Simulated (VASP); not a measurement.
```
CELL_PARAMETERS angstrom
      1.83286    -3.17460     0.00000
      1.83286     3.17460     0.00000
      0.00000     0.00000     5.82218
ATOMIC_POSITIONS crystal
  Zr 0.00000 0.00000 0.00000
  S  0.33333 0.66667 0.24924
  S  0.66667 0.33333 0.75076
```

Level of theory: PBE GGA with D3 dispersion (zero damping), VASP's PBE PAW potentials (set 64) (plane waves; VASP). Numerical set-up: 520 eV cut-off, Gaussian smearing of 0.050 eV, potentials Zr_sv S.

Problem. Predict the band gap (along the path) with the smallest direct gap where there is one.

Solution. 
```yaml
band gap (along the path): 0.82 eV
smallest direct gap (along the path): 1.48 eV
```

Only differences to runs with the same potentials and settings are physical.

The compound is ZrS2 in the 1T layered structure. It was relaxed first.
